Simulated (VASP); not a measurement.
Computed with PBE GGA with D3 dispersion (Becke-Johnson damping), VASP's PBE PAW potentials (set 64) (plane waves; VASP).

Input for VASP

POSCAR:
```
SrVO3
1
    3.8367459723     0.0000000000     0.0000000000
   -0.0000000000     3.8367459723    -0.0000000000
    0.0000000000     0.0000000000     3.8367459723
Sr V O
1 1 3
Direct
  0.0000000000   0.0000000000   0.0000000000
  0.5000000000   0.5000000000   0.5000000000
  0.5000000000   0.0000000000   0.5000000000
  0.0000000000   0.5000000000   0.5000000000
  0.5000000000   0.5000000000   0.0000000000
```

**KPOINTS**
```
k-points along high-symmetry lines
15
Line-mode
Reciprocal
  0.000000   0.000000   0.000000 ! GAMMA
  0.000000   0.500000   0.000000 ! X

  0.000000   0.500000   0.000000 ! X
  0.500000   0.500000   0.000000 ! M

  0.500000   0.500000   0.000000 ! M
  0.000000   0.000000   0.000000 ! GAMMA

  0.000000   0.000000   0.000000 ! GAMMA
  0.500000   0.500000   0.500000 ! R

  0.500000   0.500000   0.500000 ! R
  0.000000   0.500000   0.000000 ! X

  0.500000   0.500000   0.500000 ! R
  0.500000   0.500000   0.000000 ! M
```

### INCAR
```
SYSTEM = SrVO3
PREC = Accurate; ENCUT = 520; LREAL = F
LASPH = T; ICHARG = 11
EDIFF = 1E-7; NELM = 100; ALGO = Normal
LMAXMIX = 4
ISMEAR = 0; SIGMA = 0.05
GGA = PE; IVDW = 12
LWAVE = F; LCHARG = F; LORBIT = 11
```

POTCAR, in this order: Sr_sv V_sv O (PBE.64 set). Program: vasp_std. Read from the step before: CHGCAR.

Output of the run:

OUTCAR:
```
 ion  position               nearest neighbor table
   1  0.000  0.000  0.000-   3 2.71   4 2.71   5 2.71   3 2.71   4 2.71   4 2.71   5 2.71   4 2.71
                             3 2.71   5 2.71   3 2.71   5 2.71   2 3.32   2 3.32   2 3.32   2 3.32
   2  0.500  0.500  0.500-   3 1.92   4 1.92   5 1.92   5 1.92   3 1.92   4 1.92   1 3.32   1 3.32
                             1 3.32   1 3.32   1 3.32   1 3.32   1 3.32   1 3.32
   3  0.500  0.000  0.500-   2 1.92   2 1.92   1 2.71   1 2.71   1 2.71   1 2.71
   4  0.000  0.500  0.500-   2 1.92   2 1.92   1 2.71   1 2.71   1 2.71   1 2.71
   5  0.500  0.500  0.000-   2 1.92   2 1.92   1 2.71   1 2.71   1 2.71   1 2.71
  LATTYP: Found a simple cubic cell.
 ALAT       =     3.8367459723
 Subroutine PRICEL returns:
 Original cell was already a primitive cell.
 Subroutine GETGRP returns: Found 48 space group operations
The static configuration has the point symmetry O_h .
The dynamic configuration has the point symmetry O_h .
 Subroutine INISYM returns: Found 48 space group operations
   k-points           NKPTS =     90   k-points in BZ     NKDIM =     90   number of bands    NBANDS=     24
   number of dos      NEDOS =    301   number of ions     NIONS =      5
   total plane-waves  NPLWV =  27000
   dimension x,y,z NGX =    30 NGY =   30 NGZ =   30
   dimension x,y,z NGXF=    60 NGYF=   60 NGZF=   60
   ions per type =               1   1   3
   PREC   = accura    normal or accurate (medium, high low for compatibility)
   ISTART =      0    job   : 0-new  1-cont  2-samecut
   ICHARG =     11    charge: 1-file 2-atom 10-const
...
```

File OSZICAR:
```
       N       E                     dE             d eps       ncg     rms          rms(c)
DAV:   1     0.415086118026E+03    0.41509E+03   -0.24789E+04  4336   0.180E+03
DAV:   2    -0.845956805124E+01   -0.42355E+03   -0.41869E+03  5016   0.482E+02
DAV:   3    -0.374470608150E+02   -0.28987E+02   -0.28149E+02  5336   0.121E+02
DAV:   4    -0.382784073138E+02   -0.83135E+00   -0.83118E+00  6560   0.191E+01
DAV:   5    -0.382931574869E+02   -0.14750E-01   -0.14750E-01  5392   0.193E+00
DAV:   6    -0.382935012926E+02   -0.34381E-03   -0.34381E-03  5848   0.235E-01
DAV:   7    -0.382935068772E+02   -0.55846E-05   -0.55842E-05  5672   0.275E-02
DAV:   8    -0.382935069412E+02   -0.63938E-07   -0.63896E-07  4640   0.330E-03
   1 F= -.39627888E+02 E0= -.39626918E+02  d E =-.193965E-02
```

**OUTCAR**
```
 val. band max:        5.6679209394   @ k =   0.0714   0.0714   0.0714

 cond. band min:       5.6921058030   @ k =   0.0000   0.1071   0.0000



 k-point     1 :       0.0000    0.0000    0.0000
  band No.  band energies     occupation
      1     -59.5135      2.00000
      2     -33.3507      2.00000
      3     -33.3507      2.00000
      4     -33.3507      2.00000
      5     -28.2214      2.00000
      6     -13.4536      2.00000
      7     -12.2635      2.00000
      8     -12.2635      2.00000
      9     -10.2297      2.00000
     10     -10.2297      2.00000
     11     -10.2297      2.00000
     12       1.1347      2.00000
     13       1.1347      2.00000
     14       1.1347      2.00000
     15       3.0703      2.00000
     16       3.0703      2.00000
     17       3.0703      2.00000
     18       3.9152      2.00000
     19       3.9152      2.00000
     20       3.9152      2.00000
     21       5.3863      2.00000
     22       5.3863      2.00000
     23       5.3863      2.00000
     24       7.6401      0.00000

 k-point     2 :       0.0000    0.0357    0.0000
  band No.  band energies     occupation
      1     -59.5135      2.00000
      2     -33.3512      2.00000
      3     -33.3507      2.00000
      4     -33.3507      2.00000
      5     -28.2210      2.00000
      6     -13.4536      2.00000
      7     -12.2666      2.00000
      8     -12.2629      2.00000
      9     -10.2289      2.00000
     10     -10.2289      2.00000
     11     -10.2197      2.00000
     12       1.1157      2.00000
     13       1.1338      2.00000
     14       1.1338      2.00000
     15       3.0479      2.00000
     16       3.0479      2.00000
     17       3.0572      2.00000
     18       3.8668      2.00000
     19       3.9003      2.00000
     20       3.9003      2.00000
     21       5.3878      2.00000
     22       5.4252      2.00000
     23       5.4252      2.00000
     24       7.6405      0.00000

...
```

The density is held fixed in this step, so its total energy and stress have no physical meaning.

The compound is SrVO3 in the cubic perovskite structure. It was relaxed first. The run is not spin-polarised, so no magnetic state was tried. The electron count is odd and the run is not spin-polarised, which forces a metal.
